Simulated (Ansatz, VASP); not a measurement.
**Si4Hg in VASP and in Ansatz**

```
Si Hg
1.0
    -3.01573    3.01573    3.01573
     3.01573   -3.01573    3.01573
     3.01573    3.01573   -3.01573
Si Hg
4 1
Direct
  0.50000 0.50000 0.50000
  0.50000 0.00000 0.00000
  0.00000 0.00000 0.50000
  0.00000 0.50000 0.00000
  0.00000 0.00000 0.00000
```

Change from the starting cell: species swapped into the Hg4Pt type (Im-3m, No. 229).

Alike in both runs: functional PBE; k mesh 4 × 4 × 4; occupations gaussian, width 0.1 eV; no spin polarisation.

Ansatz relaxed the structure, and its values are those at the end. VASP's run is a single point on that final structure, the one shown.

|  | VASP | Ansatz |
| --- | --- | --- |
| version | VASP 6.6.1 | Ansatz 0.2.0 |
| potentials or method | VASP PAW PBE potentials, release 64 (Si, Hg) | scalar-relativistic, plane waves, PAW |
| plane-wave cutoff (eV) | 520 | 420 |
| valence electrons in the cell | 28 | 36 |

```tsv
	VASP	Ansatz	Ansatz less VASP
gap on the k mesh at the Fermi level (eV)	none	none	-
pressure (GPa)	0.5	0.2	-0.25
```

A gap of «none» marks a metal or a gap that the smearing closes. The two sets of potentials don't hold the same shells in valence.

Caveats: the k mesh is coarse (spacing up to 0.37 Å⁻¹), so the values aren't converged. The runs have no spin-orbit coupling, so splittings on Hg are missing.
